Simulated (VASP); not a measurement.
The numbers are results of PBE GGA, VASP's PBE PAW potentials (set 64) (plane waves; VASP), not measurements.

Input for VASP

POSCAR:
```
SbAs
1
    4.2518410000     0.0000000000     0.0000000000
   -2.1259210000     3.6822020000     0.0000000000
    0.0000000000     0.0000000000     5.9260260000
As Sb
2 2
Direct
  0.0000000000   0.0000000000   0.0000000000
  0.0000000000   0.0000000000   0.5000000000
  0.3333330000   0.6666670000   0.2500000000
  0.6666670000   0.3333330000   0.7500000000
```

INCAR:
```
! general
SYSTEM   =  SbAs
PREC     =  Accurate
ENCUT    =  520
LREAL    =  F
LASPH    =  T

! electronic loop
EDIFF    =  1E-6
NELM     =  100
ALGO     =  Normal
LMAXMIX  =  4

! smearing
ISMEAR   =  0
SIGMA    =  0.05

! functional
GGA      =  PE

! ions
ISIF     =  2

! output
LWAVE    =  F
LCHARG   =  F
```

KPOINTS:
```
K-points
0
G
 6 6 4
```

POTCAR, in this order: As Sb_GW (PBE.64 set). Program: vasp_std.

Unless said otherwise, spin-orbit coupling is left out, though it shifts the bands of the heavy elements here.

### Question
What does the run give for the energy per atom (σ→0), pressure, band gap (on the k-mesh)?

### Answer

```json
{
  "energy per atom (σ→0)": "-4.034 eV/atom",
  "band gap (on the k-mesh)": "none (metal, semimetal or under 0.01 eV)",
  "pressure": "9.40 GPa"
}
```

**OSZICAR**
```
...
DAV:   6    -0.161475411224E+02    0.91783E-01   -0.28631E-01   708   0.230E+00    0.224E+00
DAV:   7    -0.161404900816E+02    0.70510E-02   -0.24742E-02   726   0.903E-01    0.867E-01
DAV:   8    -0.161386423481E+02    0.18477E-02   -0.27458E-03   734   0.329E-01    0.547E-02
DAV:   9    -0.161386402307E+02    0.21174E-05   -0.47177E-04   758   0.131E-01    0.443E-02
DAV:  10    -0.161386421431E+02   -0.19124E-05   -0.43432E-05   720   0.436E-02    0.167E-02
DAV:  11    -0.161386461588E+02   -0.40157E-05   -0.48245E-06   738   0.137E-02    0.391E-03
DAV:  12    -0.161386452428E+02    0.91604E-06   -0.80397E-07   432   0.556E-03
   1 F= -.16138645E+02 E0= -.16135363E+02  d E =-.656361E-02
```

The structure was generated: SbAs was put into the NiAs type (P6_3/mmc), which need not be its known phase. The cell was not relaxed at this level. The run is one of a series of settings (ENCUT = 520, POTCAR As Sb_GW (PBE.64 set) against the base run), some of them coarse on purpose.
